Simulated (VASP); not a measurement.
Calculation: LDA (Ceperley-Alder, Perdew-Zunger), VASP's LDA PAW potentials (set 64) (plane waves; VASP).

VASP ran on this input.

**KPOINTS**
```
Automatic mesh
0
Gamma
7 7 1
0.5 0.5 0.5
```

### INCAR
```
SYSTEM = ZnS
PREC = Accurate; ENCUT = 300; LREAL = Auto
LASPH = T
EDIFF = 1E-6; NELM = 100; ALGO = Normal
LMAXMIX = 4
ISMEAR = 0; SIGMA = 0.01
ISIF = 2
LWAVE = F; LCHARG = F
```

POSCAR:
```
ZnS
1.0
  3.8455550000   0.0000000000   0.0000000000
 -1.9227770000   3.3303480000   0.0000000000
  0.0000000000   0.0000000000  44.0316870000
Zn S
14 14
Cartesian
  1.9227795894   1.1101148899   3.1482656205
 -0.0000015894   2.2202331101  25.1641091205
  0.0000000000   0.0000000000  28.3079715723
  0.0000000000   0.0000000000   6.2921280723
 -0.0000015894   2.2202331101  34.5956964759
  1.9227795894   1.1101148899  12.5798529759
  0.0000000000   0.0000000000  15.7281185964
  0.0000000000   0.0000000000  37.7439620964
  1.9227795894   1.1101148899  40.8878245482
 -0.0000015894   2.2202331101  18.8719810482
 -0.0000015894   2.2202331101   9.4359905241
  1.9227795894   1.1101148899  31.4518340241
 -0.0000015894   2.2202331101   0.0000000000
  1.9227795894   1.1101148899  22.0158435000
 -0.0000015894   2.2202331101  21.2232731340
  1.9227795894   1.1101148899  43.2391166340
 -0.0000015894   2.2202331101   2.3600984232
  1.9227795894   1.1101148899  24.3759419232
  1.9227795894   1.1101148899  14.9399513991
 -0.0000015894   2.2202331101  36.9557948991
  0.0000000000   0.0000000000  18.0838138509
  0.0000000000   0.0000000000  40.0996573509
  1.9227795894   1.1101148899  33.8075292786
 -0.0000015894   2.2202331101  11.7916857786
  0.0000000000   0.0000000000   8.6478233268
  0.0000000000   0.0000000000  30.6636668268
  1.9227795894   1.1101148899   5.5039608750
 -0.0000015894   2.2202331101  27.5198043750
```

POTCAR, in this order: Zn S (LDA.64 set). Program: vasp_std.

The run wrote:

**OSZICAR**
```
       N       E                     dE             d eps       ncg     rms          rms(c)
DAV:   1     0.181905988226E+04    0.18191E+04   -0.80649E+04  4848   0.136E+03
DAV:   2     0.189569601100E+03   -0.16295E+04   -0.15581E+04  4832   0.366E+02
DAV:   3    -0.100695203713E+03   -0.29026E+03   -0.28199E+03  5264   0.145E+02
DAV:   4    -0.119559229963E+03   -0.18864E+02   -0.18710E+02  5593   0.384E+01
DAV:   5    -0.119974883451E+03   -0.41565E+00   -0.41454E+00  5560   0.580E+00    0.258E+01
DAV:   6    -0.114052797770E+03    0.59221E+01   -0.12250E+01  6800   0.413E+01    0.192E+01
DAV:   7    -0.114682589955E+03   -0.62979E+00   -0.20297E+01  5536   0.930E+00    0.565E+00
DAV:   8    -0.114110640209E+03    0.57195E+00   -0.18997E+00  5976   0.620E+00    0.203E+00
DAV:   9    -0.114072261219E+03    0.38379E-01   -0.54090E-01  6080   0.325E+00    0.701E-01
DAV:  10    -0.114072733424E+03   -0.47220E-03   -0.22352E-02  5808   0.144E+00    0.536E-01
DAV:  11    -0.114072973471E+03   -0.24005E-03   -0.27049E-03  5584   0.206E-01    0.488E-01
DAV:  12    -0.114073899993E+03   -0.92652E-03   -0.31060E-03  6872   0.395E-01    0.175E-01
DAV:  13    -0.114073079205E+03    0.82079E-03   -0.20442E-03  6312   0.322E-01    0.136E-01
DAV:  14    -0.114073085246E+03   -0.60416E-05   -0.26451E-04  5280   0.490E-02    0.840E-02
DAV:  15    -0.114073086583E+03   -0.13362E-05   -0.12004E-05  5672   0.149E-02    0.784E-02
DAV:  16    -0.114073085814E+03    0.76914E-06   -0.20438E-07  2944   0.141E-02
   1 F= -.11407309E+03 E0= -.11407309E+03  d E =-.325347E-32
```

File OUTCAR:
```
------------------------ aborting loop because EDIFF is reached ----------------------------------------
  FORCE on cell =-STRESS in cart. coord.  units (eV):
  Direction    XX          YY          ZZ          XY          YZ          ZX
  --------------------------------------------------------------------------------------
  Total      -20.8954459    -20.8954418    -21.1910310     -0.0000031      0.0000000      0.0000000
  in kB      -59.3674310    -59.3674195    -60.2072374     -0.0000089      0.0000000      0.0000000
  external PRESSURE =     -59.6473626 kB  Pullay stress =       0.0000000 kB
  volume of cell :      563.92
      direct lattice vectors                 reciprocal lattice vectors
     3.845555000  0.000000000  0.000000000     0.260040488  0.150134421  0.000000000
    -1.922777000  3.330348000  0.000000000     0.000000000  0.300268921  0.000000000
     0.000000000  0.000000000 44.031687000     0.000000000  0.000000000  0.022710917
  FREE ENERGIE OF THE ION-ELECTRON SYSTEM (eV)
  ---------------------------------------------------
  free  energy   TOTEN  =      -114.0730858135 eV

  energy  without entropy=     -114.0730858135  energy(sigma->0) =     -114.07308581
```
(Selected blocks of OUTCAR.)

At this cut-off the stress carries a Pulay error, which pulls relaxed volumes low.

The structure comes from a computed database's ZnS entry; how it stands against other phases isn't given here. The cell was not relaxed at this level.
